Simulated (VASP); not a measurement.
An input for Quantum ESPRESSO's pw.x (written as the equivalent of a VASP run, and not itself run):

```
&CONTROL
  calculation = 'scf'
  pseudo_dir = './pseudo'
  outdir = './out'
  tprnfor = .true.
  tstress = .true.
/
&SYSTEM
  ibrav = 0
  nat = 4
  ntyp = 1
  ecutwfc = 82.3
  occupations = 'smearing'
  smearing = 'gaussian'
  degauss = 0.009996
  input_dft = 'pbe'
/
&ELECTRONS
  conv_thr = 7.3e-08
  electron_maxstep = 100
/
ATOMIC_SPECIES
  Te 127.600 Te.upf
CELL_PARAMETERS angstrom
     3.4376800    0.0000000    0.0000000
    -1.7188400    2.9771180    0.0000000
     0.0000000    0.0000000   11.0607580
ATOMIC_POSITIONS crystal
  Te   0.0000000  0.0000000  0.0000000
  Te   0.0000000  0.0000000  0.5000000
  Te   0.3333330  0.6666670  0.2500000
  Te   0.6666670  0.3333330  0.7500000
K_POINTS automatic
  5 5 2 0 0 0
```

Problem. Translate this input to VASP (INCAR, KPOINTS, POSCAR, choice of POTCAR).

Solution. One answer among several that fit: 
POSCAR:
```
Te
22.1215160
  0.1553998379   0.0000000000   0.0000000000
 -0.0776999189   0.1345801978   0.0000000000
  0.0000000000   0.0000000000   0.5000000000
Te
4
direct
  0.0000000000   0.0000000000   0.0000000000
  0.0000000000   0.0000000000   0.5000000000
  0.3333330000   0.6666670000   0.2500000000
  0.6666670000   0.3333330000   0.7500000000
```

### INCAR
```
! general
SYSTEM =Te
PREC   =Accurate
ENCUT  =300
LREAL  =F   ! projection in real space or not
LASPH  =T   ! aspherical one-centre terms

! electronic loop
EDIFF  =1E-6   ! SCF stop (eV)
NELM   =100   ! most electronic steps
ALGO   =Normal
LMAXMIX=4

! smearing
ISMEAR =0   ! Gaussian
SIGMA  =0.136

! functional
GGA    =PE   ! PBE

! ions
ISIF   =2   ! forces and stress, cell fixed

! output
LWAVE  =F
LCHARG =F
```

**KPOINTS**
```
Automatic mesh
0
Gamma
5 5 2
0 0 0
```

POTCAR, in this order: Te (PBE.64 set). Program: vasp_std.

The two are equivalent in intent, not identical: the potentials are each code's own (VASP's PAW set, PseudoDojo norm-conserving files in pw.x), so ENCUT and ecutwfc are chosen apart and not converted; conv_thr bounds pw.x's estimated SCF error, while EDIFF bounds the energy change between steps.

The structure was generated: Te was put into an ordered model structure (P6_3/mmc), which need not be its known phase. The cell was not relaxed at this level. The k-mesh is coarse (spacing up to 0.42 per Å, 2π included), so the numbers may not be converged in it.
